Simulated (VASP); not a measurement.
The system is AlCo.

```
Al Co
1.0
     2.81940    0.00000    0.00000
     0.00000    2.81940    0.00000
     0.00000    0.00000    2.81940
Al Co
1 1
Direct
  0.00000 0.00000 0.00000
  0.50000 0.50000 0.50000
```

The cell is a database's computed one.

- Program: VASP 6.6.1
- Task: relaxation of cell and atoms
- Functional: LDA
- Potentials or basis: VASP PAW LDA potentials, release 64 (Al, Co)
- Cutoff: 600 eV
- k mesh: 14 × 14 × 14
- Occupations: methfessel-paxton, width 0.1 eV
- Spin: no spin polarisation

At the start: pressure -5.2 GPa; volume 11.21 Å³/atom.

Q: How do energy, volume and symmetry change on relaxing?

A: Over 3 steps the energy falls by 4.8 meV/atom and the volume is 10.92 Å³/atom (-2.6 %); space group Pm-3m (No. 221, to 0.05 Å).

The path:
```csv
step,energy change (eV),largest force (eV/Å),pressure (GPa),volume (Å³)
1,0.0000,0.0000,-5.15,22.41
2,0.0005,0.0000,5.83,21.26
3,-0.0096,0.0000,-0.05,21.83
```

Final structure:
```xyz
2
Lattice="2.7950 0.0000 0.0000 0.0000 2.7950 0.0000 0.0000 0.0000 2.7950" Properties=species:S:1:pos:R:3 pbc="T T T"
Al    0.0000    0.0000    0.0000
Co    1.3975    1.3975    1.3975
```
